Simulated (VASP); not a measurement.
# A VASP study of TlRu (r2SCAN): structure first, properties next, part 2 of 2

Wanted: the relaxed cell of TlRu and its properties. The cell is generated by rule, not measured, and may not be a known phase. Left out of this account: 1 further run (relaxation: it shows nothing beyond the runs told).

VASP 6.6.1, plane waves and PAW; the level of theory is named at each step.

Still holding for the runs below: This run has no spin polarisation. Its electron count is odd, so without a moment it is a metal by construction.

So far. Step 5 (Bands along the symmetry lines (r2SCAN)): There is no gap at this level. Step 6 (Density of states (r2SCAN)): The finer mesh and the other smearing move the Fermi level by +0.16 eV from the 9×9×4 run, one measure of the sampling error in the zero of the bands above. Of the states within 0.3 eV of the Fermi level, the largest shares in the PAW spheres are Ru d 80 %. The rest lies in smaller channels or between the spheres. The relaxed cell has a = 2.912, c = 5.452 Å (conventional setting).

### 8. Bands along the symmetry lines (r2SCAN + SOC)

This step: r2SCAN, spin-orbit coupling; plane waves and PAW (Tl_d, Ru_pv); invented cell (VASP 6.6.1).

The mesh alone shows little of the dispersion and can miss band extrema, so KPOINTS_OPT adds a path through the symmetry points after the self-consistent cycle. Spin-orbit coupling needs spinors and the noncollinear program, where each band holds one electron.

The input, INCAR:

```
SYSTEM = TlRu
PREC = Accurate
ENCUT = 400
EDIFF = 1E-06
NELM = 100
ISMEAR = -1
SIGMA = 0.05
LREAL = .FALSE.
ALGO = Normal
METAGGA = R2SCAN
LASPH = .TRUE.
LNONCOLLINEAR = .TRUE.
MAGMOM = 0 0 0 0 0 0
NBANDS = 38
GGA_COMPAT = .FALSE.
LSORBIT = .TRUE.
LMAXMIX = 4
LORBIT = 11
LWAVE = .FALSE.
LCHARG = .FALSE.
```

The input, POSCAR:

```
TlRu
1.0
    2.9124800895      0.0000000009      0.0000000000
   -1.4562400481      2.5222817457      0.0000000000
    0.0000000000      0.0000000000      5.4522275111
Tl Ru
1 1
Direct
    0.0000000000      0.0000000000      0.0000000000
    0.0000000000      0.0000000000      0.5000000000
```

The input, KPOINTS:

```
Automatic mesh
0
Gamma
7 7 4
0 0 0
```

The input, KPOINTS_OPT:

```
Line mode
16
Line-mode
Reciprocal
  0.00000000   0.00000000   0.00000000 GAMMA
  0.50000000   0.00000000   0.00000000 M

  0.50000000   0.00000000   0.00000000 M
  0.33333333   0.33333333   0.00000000 K

  0.33333333   0.33333333   0.00000000 K
  0.00000000   0.00000000   0.00000000 GAMMA

  0.00000000   0.00000000   0.00000000 GAMMA
  0.00000000   0.00000000   0.50000000 A

  0.00000000   0.00000000   0.50000000 A
  0.50000000   0.00000000   0.50000000 L

  0.50000000   0.00000000   0.50000000 L
  0.33333333   0.33333333   0.50000000 H

  0.33333333   0.33333333   0.50000000 H
  0.00000000   0.00000000   0.50000000 A

  0.50000000   0.00000000   0.50000000 L
  0.50000000   0.00000000   0.00000000 M

  0.33333333   0.33333333   0.00000000 K
  0.33333333   0.33333333   0.50000000 H
```

PAW data sets: Tl_d and Ru_pv (PBE family, release 64).

The run is started by

```console
> mpirun -np 1 vasp_ncl
```

Elapsed: 12 min, on 1 MPI rank of AMD EPYC 9R14 (Zen 4), shared host; peak memory 0.21 GiB.

This step gave:

| Quantity | Value |
| --- | --- |
| electronic steps | 15 |
| bands | 38 |
| irreducible k points | 24 |
| free energy (TOTEN) | -76.7065 eV |
| energy at zero smearing | -76.6903 eV |
| Fermi energy | 8.716 eV |
| pressure | -0.3199 GPa |

On-site spin-orbit energy by atom:

| atom | on-site spin-orbit energy (eV) |
| --- | --- |
| Tl1 | -0.667 |
| Ru2 | -0.292 |

Electronic bands along the path, in eV, zero at the Fermi level; # counts the bands kept:

| point | #7 | #8 | #9 | #10 | #11 | #12 | #13 | #14 |
| --- | --- | --- | --- | --- | --- | --- | --- | --- |
| Γ | -1.41 | -1.41 | -1.14 | -1.14 | 0.36 | 0.36 | 0.54 | 0.54 |
| 0.53 of the way | -1.33 | -1.33 | 0.06 | 0.06 | 0.21 | 0.21 | 1.13 | 1.13 |
| M | -2.30 | -2.30 | -0.08 | -0.08 | 1.56 | 1.56 | 1.82 | 1.82 |
| 0.53 of the way | -2.06 | -2.06 | -0.71 | -0.71 | 0.30 | 0.30 | 1.73 | 1.73 |
| K | -1.58 | -1.58 | -1.42 | -1.42 | 0.66 | 0.66 | 1.55 | 1.55 |
| 0.47 of the way | -2.01 | -2.01 | -0.14 | -0.14 | 0.63 | 0.63 | 1.67 | 1.67 |
| Γ | -1.41 | -1.41 | -1.14 | -1.14 | 0.36 | 0.36 | 0.54 | 0.54 |
| 0.53 of the way | -1.42 | -1.42 | -1.14 | -1.14 | 0.30 | 0.30 | 0.47 | 0.47 |
| A | -1.42 | -1.42 | -1.14 | -1.14 | 0.25 | 0.25 | 0.42 | 0.42 |
| 0.47 of the way | -1.56 | -1.56 | -1.03 | -1.03 | -0.18 | -0.18 | 0.09 | 0.09 |
| L | -1.93 | -1.93 | -0.43 | -0.43 | -0.26 | -0.26 | 1.56 | 1.56 |
| 0.53 of the way | -1.78 | -1.78 | -0.89 | -0.89 | -0.27 | -0.27 | 0.26 | 0.26 |
| H | -1.66 | -1.66 | -1.65 | -1.65 | -1.54 | -1.54 | 1.66 | 1.66 |
| 0.47 of the way | -2.07 | -2.07 | -1.42 | -1.42 | -0.33 | -0.33 | 1.01 | 1.01 |
| A | -1.42 | -1.42 | -1.14 | -1.14 | 0.25 | 0.25 | 0.42 | 0.42 |
| jump to L | -1.93 | -1.93 | -0.43 | -0.43 | -0.26 | -0.26 | 1.56 | 1.56 |
| 0.47 of the way | -1.31 | -1.31 | -0.43 | -0.43 | -0.18 | -0.18 | 1.56 | 1.56 |
| M | -2.30 | -2.30 | -0.08 | -0.08 | 1.56 | 1.56 | 1.82 | 1.82 |
| jump to K | -1.58 | -1.58 | -1.42 | -1.42 | 0.66 | 0.66 | 1.55 | 1.55 |
| 0.47 of the way | -1.57 | -1.57 | -1.55 | -1.55 | 0.11 | 0.11 | 1.25 | 1.25 |
| H | -1.66 | -1.66 | -1.65 | -1.65 | -1.54 | -1.54 | 1.66 | 1.66 |

Of the projections kept (Tl, Ru), the largest for each band there; the rest of the weight can lie on other orbitals:

| point | #7 | #8 | #9 | #10 | #11 | #12 | #13 | #14 |
| --- | --- | --- | --- | --- | --- | --- | --- | --- |
| Γ | Ru 1.00 | Ru 1.00 | Ru 1.00 | Ru 1.00 | Ru 0.99 | Ru 0.99 | Ru 0.99 | Ru 0.99 |
| M | Ru 0.95 | Ru 0.95 | Ru 0.99 | Ru 0.99 | Ru 0.99 | Ru 0.99 | Ru 0.81 | Ru 0.81 |
| K | Ru 0.97 | Ru 0.97 | Ru 0.96 | Ru 0.96 | Tl 0.72 | Tl 0.72 | Tl 0.78 | Tl 0.78 |
| Γ | Ru 1.00 | Ru 1.00 | Ru 1.00 | Ru 1.00 | Ru 0.99 | Ru 0.99 | Ru 0.99 | Ru 0.99 |
| A | Ru 1.00 | Ru 1.00 | Ru 1.00 | Ru 1.00 | Ru 0.99 | Ru 0.99 | Ru 1.00 | Ru 1.00 |
| L | Ru 0.83 | Ru 0.83 | Ru 0.66 | Ru 0.66 | Ru 0.98 | Ru 0.98 | Ru 1.00 | Ru 1.00 |

At these settings, which differ from those of the relaxation, the cell is under a tension of 0.3 GPa.

### 9. What came out

| Property | Result |
| --- | --- |
| relaxed volume | 20.03 Å³/atom |
| relaxed conventional cell a, b, c | 2.912, 2.912, 5.452 Å; angles 90.0, 90.0, 120.0° |
| space group after relaxing, within 0.02 Å | P6/mmm (No. 191) |
| band gap | none, a metal |
| DOS at the Fermi level | 2.26 states/eV/cell |
| band gap (r2SCAN + SOC) | none, a metal |

**Reading.** With r2SCAN, TlRu relaxes to 20.03 Å³/atom in space group P6/mmm (held by the symmetry of the run) and comes out as a metal. Not obtained: elastic constants (r2SCAN), because the run hit its time limit. Bands along the symmetry lines (r2SCAN): Of the bands kept, 2 cross the Fermi level on this path. Bands along the symmetry lines (r2SCAN + SOC): Of the bands kept, 4 cross the Fermi level on this path (spinor bands, one electron each). The k-sampling is coarse for a metal, so the Fermi level, pressures and the shape of the cell carry errors. With an odd electron count and no spin the cell is a metal by construction. No search among competing phases was made. All values are for a static lattice at zero temperature.

[Lines on the potential files, build, host, timing and source positions are cut from VASP's logs without a mark.]

[Logs are printed without paths, hosts, clocks, repeated set-up lines and the standing remarks that a program may print on its own settings, such as how far it seeks lower states.]

[Hosts, paths, dates, database ids (printed as entryN), source tags and the programs' standing remarks are cut or masked in the printed files.]

[A measured line is paired with the nearest computed mode of its activity, which favours agreement.]
